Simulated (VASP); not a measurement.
# YbN (Pm-3m) in VASP: single point with LDA+U

Aim: the single point of YbN with LDA+U.

Everything below comes from runs of VASP 6.6.1. Logs are shortened: lines on timing, memory, paths and dates and some standing lists are left out, and cuts for length are marked.

## (1) The structure

Symmetry: Pm-3m, No. 221, cubic system. Conventional cell: a = 2.910 Å, b = 2.910 Å, c = 2.910 Å, α = 90.00°, β = 90.00°, γ = 90.00°. Yb (site symmetry m-3m) has 8 N at 2.52 Å as nearest neighbours. Around N (site symmetry m-3m) lie 8 Yb at 2.52 Å.

The cell comes from a database or a generator and needn't be the stable form of this composition.

## (2) Single point, LDA+U

Contents of INCAR:

```
PREC     = Accurate       # precision mode
ENCUT    = 520            # plane-wave cutoff, eV
EDIFF    = 1E-6           # SCF threshold, eV
ISMEAR   = 0              # smearing method
SIGMA    = 0.05           # smearing width, eV
LREAL    = False          # projectors in reciprocal space
LASPH    = True           # aspherical terms in the spheres
NELM     = 100            # most SCF steps
ALGO     = Normal         # electronic algorithm
ISIF     = 2              # what is computed and relaxed
LWAVE    = False          # write WAVECAR
LCHARG   = False          # write CHGCAR
LMAXMIX  = 6              # l up to which the mixer works
LDAU     = True           # DFT+U
LDAUTYPE = 2            
LDAUL    = 3 -1           # shell
LDAUU    = 5 0            # U, eV
LDAUJ    = 0 0          
LDAUPRINT= 1            
GGA      = CA             # functional
```

Contents of KPOINTS:

```
Automatic mesh
0
Gamma
  6 6 6
```

Contents of POSCAR:

```
YbN
1.0
    2.9096680100      0.0000000000      0.0000000000
    0.0000000000      2.9096680100      0.0000000000
    0.0000000000      0.0000000000      2.9096680100
Yb N
1 1
Direct
    0.0000000000      0.0000000000      0.0000000000
    0.5000000000      0.5000000000      0.5000000000
```

Potentials or basis: VASP PAW PBE potentials, release 64 (Yb, N).

Run with:

```sh
$ cat potpaw_PBE.64/Yb/POTCAR potpaw_PBE.64/N/POTCAR > POTCAR
$ mpirun -np 1 vasp_std > vasp.out
```

OUTCAR:

```text
PREC = Accurate
   ENCUT = 520
   EDIFF = 1E-6
   ISMEAR = 0
   LREAL = False
   LASPH = True
   NELM = 100
   ISIF = 2
   GGA = CA

 ion  position               nearest neighbor table
   1  0.000  0.000  0.000-   2 2.52   2 2.52   2 2.52   2 2.52   2 2.52   2 2.52   2 2.52   2 2.52

   2  0.500  0.500  0.500-   1 2.52   1 2.52   1 2.52   1 2.52   1 2.52   1 2.52   1 2.52   1 2.52

  LATTYP: Found a simple cubic cell.
 ALAT       =     2.9096680100

  Lattice vectors:

 A1 = (   2.9096680100,   0.0000000000,   0.0000000000)
 A2 = (   0.0000000000,   2.9096680100,   0.0000000000)
 A3 = (   0.0000000000,   0.0000000000,   2.9096680100)

Analysis of symmetry for initial positions (statically):
=====================================================================
 Subroutine PRICEL returns:
 Original cell was already a primitive cell.

 Routine SETGRP: Setting up the symmetry group for a
 simple cubic supercell.

 Subroutine GETGRP returns: Found 48 space group operations
 (whereof 48 operations were pure point group operations)
 out of a pool of 48 trial point group operations.

The static configuration has the point symmetry O_h .

Analysis of symmetry for dynamics (positions and initial velocities):
=====================================================================
 Subroutine PRICEL returns:
 Original cell was already a primitive cell.

 Routine SETGRP: Setting up the symmetry group for a
 simple cubic supercell.

 Subroutine GETGRP returns: Found 48 space group operations
 (whereof 48 operations were pure point group operations)
 out of a pool of 48 trial point group operations.

[... 179 lines left out ...]
  o =  0.9813  v =  0.7906 -0.0000  0.6124 -0.0001  0.0003  0.0000 -0.0004  0.0000  0.0000  0.0000  0.0000  0.0000  0.0000  0.0000      0.0000  0.0000  0.0000  0.0000  0.0000  0.0000  0.0000  0.0000  0.0000  0.0000  0.0000  0.0000  0.0000  0.0000
  o =  0.9813  v =  0.0000  0.0000  0.0000  0.0000  0.0000  0.0000  0.0000  0.7906 -0.0000  0.6124 -0.0001  0.0003  0.0000 -0.0004      0.0000  0.0000  0.0000  0.0000  0.0000  0.0000  0.0000  0.0000  0.0000  0.0000  0.0000  0.0000  0.0000  0.0000
  o =  0.9813  v = -0.0000 -0.0000 -0.0000 -1.0000 -0.0019 -0.0000  0.0025  0.0000  0.0000  0.0000  0.0000  0.0000  0.0000  0.0000      0.0000  0.0000  0.0000  0.0000  0.0000  0.0000  0.0000  0.0000  0.0000  0.0000  0.0000  0.0000  0.0000  0.0000
  o =  0.9813  v =  0.0000  0.0000  0.0000  0.0000  0.0000  0.0000  0.0000 -0.0000 -0.0000 -0.0000 -1.0000 -0.0019 -0.0000  0.0025      0.0000  0.0000  0.0000  0.0000  0.0000  0.0000  0.0000  0.0000  0.0000  0.0000  0.0000  0.0000  0.0000  0.0000
  o =  0.9983  v =  0.0000  0.0000  0.0000  0.0000  0.0000  0.0000  0.0000  0.0034  0.0000 -0.0044 -0.0000 -0.7903  0.0259 -0.6122      0.0000  0.0000  0.0000  0.0000  0.0000  0.0000  0.0000  0.0000  0.0000  0.0000  0.0000  0.0000  0.0000  0.0000
  o =  0.9983  v =  0.0034  0.0000 -0.0044 -0.0000 -0.7903  0.0259 -0.6122  0.0000  0.0000  0.0000  0.0000  0.0000  0.0000  0.0000      0.0000  0.0000  0.0000  0.0000  0.0000  0.0000  0.0000  0.0000  0.0000  0.0000  0.0000  0.0000  0.0000  0.0000
  o =  0.9983  v =  0.0000  0.0000  0.0000  0.0000  0.0000  0.0000  0.0000 -0.6124 -0.0000  0.7906  0.0000 -0.0043  0.0022 -0.0034      0.0000  0.0000  0.0000  0.0000  0.0000  0.0000  0.0000  0.0000  0.0000  0.0000  0.0000  0.0000  0.0000  0.0000
  o =  0.9983  v = -0.6124 -0.0000  0.7906  0.0000 -0.0043  0.0022 -0.0034  0.0000  0.0000  0.0000  0.0000  0.0000  0.0000  0.0000      0.0000  0.0000  0.0000  0.0000  0.0000  0.0000  0.0000  0.0000  0.0000  0.0000  0.0000  0.0000  0.0000  0.0000
  o =  0.9983  v =  0.0000  0.0000  0.0000  0.0000  0.0000  0.0000  0.0000 -0.0013  0.0000  0.0016  0.0000 -0.0205 -0.9997 -0.0159      0.0000  0.0000  0.0000  0.0000  0.0000  0.0000  0.0000  0.0000  0.0000  0.0000  0.0000  0.0000  0.0000  0.0000
  o =  0.9983  v = -0.0013  0.0000  0.0016  0.0000 -0.0205 -0.9997 -0.0159  0.0000  0.0000  0.0000  0.0000  0.0000  0.0000  0.0000      0.0000  0.0000  0.0000  0.0000  0.0000  0.0000  0.0000  0.0000  0.0000  0.0000  0.0000  0.0000  0.0000  0.0000

 number of electron      28.9999996 magnetization

 Free energy of the ion-electron system (eV)
  ---------------------------------------------------
  ext. energy  EPLUGINS =         0.00000000
  ---------------------------------------------------
  free energy    TOTEN  =       -13.76713557 eV

  energy without entropy =      -13.76292780  energy(sigma->0) =      -13.76503168

 E-fermi :   3.3815     XC(G=0): -13.4112

 val. band max:        3.3799419714   @ k =   0.5000   0.5000   0.1667
 cond. band min:       3.3913164161   @ k =   0.3333   0.1667   0.0000
 fundamental gap:      0.0113744447
 Fermi energy:         3.3815258436

 k-point     1 :       0.0000    0.0000    0.0000
  band No.  band energies     occupation
      1     -46.5208      2.00000
      2     -18.3985      2.00000
      3     -18.3985      2.00000
      4     -18.3985      2.00000
      5     -10.4635      2.00000
      6       1.8384      2.00000
[... 397 lines left out ...]
      5      -7.9094      2.00000
      6      -1.0817      2.00000
[... 10 lines left out ...]
     17      13.3864      0.00000
     18      13.3864      0.00000

------------------------ aborting loop because EDIFF is reached ----------------------------------------

  FORCE on cell =-STRESS in cart. coord.  units (eV):
  Direction    XX          YY          ZZ          XY          YZ          ZX
  --------------------------------------------------------------------------------------
  -------------------------------------------------------------------------------------
  Total       -0.7149498     -0.7149498     -0.7149498     -0.0000000      0.0000000     -0.0000000
  in kB      -46.5003047    -46.5003047    -46.5003047     -0.0000000      0.0000000     -0.0000000
  external PRESSURE =     -46.5003047 kB  Pullay stress =       0.0000000 kB

 VOLUME and BASIS-vectors are now :
 -----------------------------------------------------------------------------
  energy-cutoff  :      520.00
  volume of cell :       24.63
      direct lattice vectors                 reciprocal lattice vectors
     2.909668010  0.000000000  0.000000000     0.343681821  0.000000000  0.000000000
     0.000000000  2.909668010  0.000000000     0.000000000  0.343681821  0.000000000
     0.000000000  0.000000000  2.909668010     0.000000000  0.000000000  0.343681821

 POSITION                                       TOTAL-FORCE (eV/Angst)
 -----------------------------------------------------------------------------------
      0.00000      0.00000      0.00000         0.000000      0.000000      0.000000
      1.45483      1.45483      1.45483         0.000000      0.000000      0.000000
 -----------------------------------------------------------------------------------
    total drift:                                0.000000      0.000000      0.000000

  FREE ENERGIE OF THE ION-ELECTRON SYSTEM (eV)
  ---------------------------------------------------
  free  energy   TOTEN  =       -13.7671355689 eV

  energy  without entropy=      -13.7629277962  energy(sigma->0) =      -13.76503168
```

It took 30 s on 1 thread of Intel Xeon Platinum 8375C at 2.90GHz (Ice Lake), shared host; peak memory 0.14 GiB.

What came out:

* Free energy: -13.7671 eV
* Pressure: -4.7 GPa
* Band gap on the k mesh: none (metal or under the smearing width)

Eigenvalues of the final occupation matrices:
```
    site  spin  trace                         eigenvalues
site 1 f     1   6.82  0.88 0.98 0.98 0.98 1.00 1.00 1.00
site 1 f     2   6.82  0.88 0.98 0.98 0.98 1.00 1.00 1.00
```

Caveat: the PAW data sets were made with another functional, which shifts forces and pressure a little; U without spin polarisation on a metal has little footing. Spin polarisation is off, so any magnetic state and its effect on volume and gap are missing.
